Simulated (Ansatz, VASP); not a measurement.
## Be2Rh: VASP beside Ansatz

INCAR

```
SYSTEM = Be2Rh
PREC = Accurate
ENCUT = 520
EDIFF = 1E-6
ISMEAR = 0
SIGMA = 0.1
LREAL = .FALSE.
LASPH = .TRUE.
NELM = 60
ALGO = Normal
ISIF = 2
LWAVE = .FALSE.
LCHARG = .FALSE.
GGA = PE
NBANDS = 16
```

The input KPOINTS:

```
regular mesh
0
G
  6 6 6
  0 0 0
```

Contents of POSCAR:

```
Be2Rh
1.0
    1.4041317216      0.8106758274      4.2408369942
   -1.4041317216      0.8106758274      4.2408369942
    0.0000000000     -1.6213516549      4.2408369942
Be Rh
2 1
Direct
    0.7500000000      0.7500000000      0.7500000000
    0.2500000000      0.2500000000      0.2500000000
    0.0000000000      0.0000000000      0.0000000000
```

Input for Ansatz:

```yaml
crystal:
  lattice:
    - [1.4041317216, 0.8106758274, 4.2408369942]
    - [-1.4041317216, 0.8106758274, 4.2408369942]
    - [0.0, -1.6213516549, 4.2408369942]
  atoms:
    - { symbol: Be, position: [0.75, 0.75, 0.75] }
    - { symbol: Be, position: [0.25, 0.25, 0.25] }
    - { symbol: Rh, position: [0.0, 0.0, 0.0] }
basis:
  ecutwfc: 420
kpoints:
  mp_grid: { grid: [6, 6, 6] }
hamiltonian:
  xc: pbe
scf:
  occupations: { method: gaussian, width: 0.1 }
  lower_state_search: "off"
output:
  forces: true
  stress: true
  eigenvalues: true
```

Alike in both runs: task single point; functional PBE; k mesh 6 × 6 × 6; occupations gaussian, width 0.1 eV; no spin polarisation.

|  | VASP | Ansatz |
| --- | --- | --- |
| version | VASP 6.6.1 | Ansatz 0.2.0 |
| potentials or method | VASP PAW PBE potentials, release 64 (Be, Rh_pv) | scalar-relativistic, plane waves, PAW |
| plane-wave cutoff (eV) | 520 | 420 |
| valence electrons in the cell | 19 | 21 |

|  | VASP | Ansatz | Ansatz less VASP |
| --- | --- | --- | --- |
| gap on the k mesh at the Fermi level (eV) | none | none | - |
| rms of the force components (eV/Å) | 3.360 | 3.325 | -0.0353 |

Atom by atom the forces differ by 0.035 eV/Å (rms over components). A gap of «none» marks a metal or a gap that the smearing closes. The functional is the same, so the differences come from potentials, cutoffs and numerics. The two sets of potentials don't hold the same shells in valence.

Caveats: the k mesh is coarse (spacing up to 0.44 Å⁻¹), so the values aren't converged; forces of over 1 eV/Å show positions far from the minimum, so gaps and moduli don't describe the material at rest.
